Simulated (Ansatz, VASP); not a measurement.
# Si (amorphous silicon) in two plane-wave programs, part 2 of 2

Aim: how closely do two programs agree when they are given the same cell, functional and k mesh? The structure shown is the start of the Ansatz relaxation below; VASP solves that cell, so the two are compared at the walk's first step. Other levels of theory on this material are compared in a session of their own.

VASP 6.6.1 and Ansatz 0.2.0.

So far: Set-up; Ansatz: relaxation, PBEsol.

## 3. VASP: single point, PBEsol, start cell

Level of this step: PBEsol; plane waves and PAW (Si) (VASP).

The same cell, functional and mesh now go to VASP, with its own data sets.

Lines of VASP's logs that name or quote its potential files are left out, and so is its time.

File INCAR:

```
SYSTEM = Si
PREC = Accurate
ENCUT = 400
EDIFF = 1E-06
NELM = 120
ISMEAR = 0
SIGMA = 0.01
LREAL = Auto
ALGO = Normal
GGA = PS
NBANDS = 208
LORBIT = 11
LWAVE = .FALSE.
LCHARG = .FALSE.
ISIF = 2
LASPH = .TRUE.
GGA_COMPAT = .FALSE.
EFERMI = MIDGAP
NCORE = 2
```

File POSCAR:

```
Si
1.0
   11.7864400000      0.0000000000      0.0000000000
    0.0000000000     11.5513600000      0.0000000000
    0.0000000000      0.0000000000     11.4046100000
Si
76
Direct
    0.1985586827      0.7278277190      0.5380017379
    0.7011277366      0.6574031110      0.5052430552
    0.5921635371      0.8122333647      0.4199880575
    0.4673081948      0.4577123386      0.0602914085
    0.5335368440      0.0509204111      0.7068282037
    0.1130790977      0.3156771151      0.3188798214
    0.1857134130      0.2049801928      0.1594092214
    0.2680962190      0.3233125796      0.4549563729
    0.6025992581      0.2396081500      0.6484483029
    0.7968139659      0.4046190232      0.0711642047
    0.9086628363      0.8014121281      0.9448810613
    0.3566131928      0.0938763920      0.7931617127
    0.4941186652      0.7141496759      0.2563174015
    0.8041359393      0.8473201424      0.7676807887
    0.9046497501      0.2910133525      0.8131623966
    0.7110798511      0.2162083079      0.1179961437
    0.1247620147      0.4756669345      0.9741499271
    0.1045268970      0.8530597263      0.6681859353
    0.3643678668      0.7710866946      0.8668336752
    0.8850594412      0.7433064159      0.4649698674
    0.4682669237      0.5684438889      0.5796690987
    0.0657535269      0.1682139592      0.6818120041
    0.4336508734      0.9874162003      0.1209510891
    0.6486776329      0.5308206133      0.0216842137
    0.1777296622      0.3449463959      0.6417492575
    0.2290004446      0.8665559726      0.3877730146
    0.7143887382      0.9445035043      0.3126630371
    0.6259905451      0.7318878470      0.0980480700
    0.0710731994      0.7363721674      0.8330140180
    0.6300799902      0.9382877860      0.1281762375
    0.0689775708      0.8905877749      0.2644456935
    0.3992723842      0.4734161172      0.4054062348
    0.1786883911      0.5797412599      0.1467476748
    0.5307200478      0.4349704277      0.7245140342
    0.1749892249      0.7840202366      0.1238008139
    0.3111796268      0.0097131420      0.4977811604
    0.9192936968      0.8995737298      0.6018618787
    0.3708838292      0.5533114715      0.2183941406
    0.8792137405      0.8312873982      0.2808162664
    0.1402204567      0.9038502826      0.9603134171
    0.3423764937      0.8389315198      0.2201741226
    0.5597618959      0.7596940966      0.8975317876
    0.3933163873      0.1680494764      0.4070371543
    0.5727429147      0.3898501995      0.3392575459
    0.0427270660      0.6158495623      0.4667498494
    0.7997240897      0.2435817081      0.6446515926
    0.3785197227      0.1629072248      0.2024269133
    0.4729163344      0.9080662364      0.5608083047
    0.7672291209      0.6606667959      0.7002080738
    0.3869701114      0.7471934041      0.6576989481
    0.0272431710      0.0772982575      0.1935533087
    0.8640607342      0.5290805585      0.2171665669
    0.7438378340      0.4930934539      0.3845111757
    0.9441527722      0.5849181395      0.7540634884
    0.9498203020      0.9963934983      0.0110920058
    0.2862696455      0.2836722256      0.8185900263
    0.2686222473      0.5564193307      0.6424770334
    0.5279371888      0.2939740429      0.1576643129
    0.8263309362      0.7110071888      0.1198725778
    0.0142112461      0.4659970774      0.6008710513
    0.9290676404      0.4637635742      0.9184180783
    0.5864705543      0.2171778907      0.4434259479
    0.3318559294      0.9607786442      0.9459508041
    0.9192003692      0.1010530362      0.5572308040
    0.1537020508      0.2709118234      0.9686433819
    0.2095289163      0.0271136905      0.6739906056
    0.0150596787      0.1480172032      0.8856857008
    0.2388931688      0.6025004848      0.8474993884
    0.7446862666      0.1478440634      0.3211859064
    0.3897529704      0.4470122999      0.8698324625
    0.0525858529      0.5118358358      0.2878222052
    0.7444317368      0.0452673971      0.0025603681
    0.8695925148      0.3653336057      0.4933794317
    0.6374698382      0.5784427115      0.8238159832
    0.6462426314      0.9474035958      0.8436062259
    0.9401990762      0.1983922239      0.3721477543
```

File KPOINTS:

```
Automatic mesh
0
Gamma
1 1 1
0 0 0
```

The projector-augmented-wave data sets are Si (PBE family, release 64).

On the command line:

```
mpirun -np 8 vasp_gam
```

Numbers of over 12 decimals in the logs are rounded to 6 here.

Output:

```text
[banner, memory and clock lines left out]
running    8 mpi-ranks, on    1 nodes
[...]
|                                                                             |
|               ----> ADVICE to this user running VASP <----                  |
|                                                                             |
|     You enforced a specific xc type in the INCAR file but a different       |
|     [... a line on the potential file left out ...]
|     I HOPE YOU KNOW WHAT YOU ARE DOING!                                     |
|                                                                             |

 LDA part: xc-table for (Slater+PW92), standard interpolation
 POSCAR, INCAR and KPOINTS ok, starting setup
[...]
entering main loop
       N       E                     dE             d eps       ncg     rms          rms(c)
DAV:   1     0.124917838745E+04    0.12492E+04   -0.11225E+05   416   0.104E+03
DAV:   2    -0.266650775385E+03   -0.15158E+04   -0.14127E+04   536   0.193E+02
DAV:   3    -0.422684656987E+03   -0.15603E+03   -0.15078E+03   520   0.558E+01
DAV:   4    -0.427649182659E+03   -0.49645E+01   -0.49146E+01   504   0.120E+01
[...]
DAV:  15    -0.419146762193E+03   -0.80677E-05   -0.81557E-06   464   0.430E-03    0.308E-03
DAV:  16    -0.419146764681E+03   -0.24879E-05   -0.25377E-06   408   0.239E-03    0.315E-03
DAV:  17    -0.419146765450E+03   -0.76873E-06   -0.51159E-07   288   0.116E-03
   1 F= -.41914677E+03 E0= -.41914677E+03  d E =-.207082E-55
```

OUTCAR, selected parts (step 3):

```text
  FREE ENERGIE OF THE ION-ELECTRON SYSTEM (eV)
  ---------------------------------------------------
  free  energy   TOTEN  =      -419.1467654497 eV

  energy  without entropy=     -419.1467654497  energy(sigma->0) =     -419.14676545
```

The run ends at a pressure of -1.75 GPa, with forces up to 0.061 eV/Å.

## 4. Differences

Known differences besides the potentials themselves: fixed occupations in Ansatz, narrow Gaussian smearing in VASP; the cutoff is 420 eV in Ansatz and 400 eV in VASP (PREC = Accurate, projectors in real space); Ansatz makes its cores anew for this functional, VASP keeps those of its PBE data sets. Total energies have different zeros and are not compared.

At this near-relaxed geometry the largest component of a force difference is 12 meV/Å.

## 5. Other set-ups

Further runs change the set-up of one program: Ansatz's method, potentials or start, or VASP's data sets, cutoff or form of LDA. The table gives that difference for each run.

| run | r.m.s. force difference (meV/Å) |
| --- | --- |
| as above | 3.6 |
| VASP with a cutoff of 500 eV (perhaps on Ansatz's relaxed cell) | 4.4 |

## 6. What came out

* r.m.s. force difference (single point, PBEsol, start cell): 3.6 meV/Å

What this shows: The r.m.s. force difference is 3.6 meV/Å (single point, PBEsol, start cell), within the 12 meV/Å picked in this series as the mark of a large difference. 6 further runs of this series are not shown here. Such differences can come from data sets, numerical settings and the points named under the comparisons, not from the functional's error against experiment.

[Lines on the potential files, build, host, timing and source positions are cut from VASP's logs without a mark.]

[Logs are printed without paths, hosts, clocks, repeated set-up lines and the standing remarks that a program may print on its own settings, such as how far it seeks lower states.]

[Hosts, paths, dates, database ids (printed as entryN), source tags and the programs' standing remarks are cut or masked in the printed files.]

[Rows of further runs with another cutoff or data set may stand on the cell that Ansatz relaxed, not on the start cell of the pair above them.]
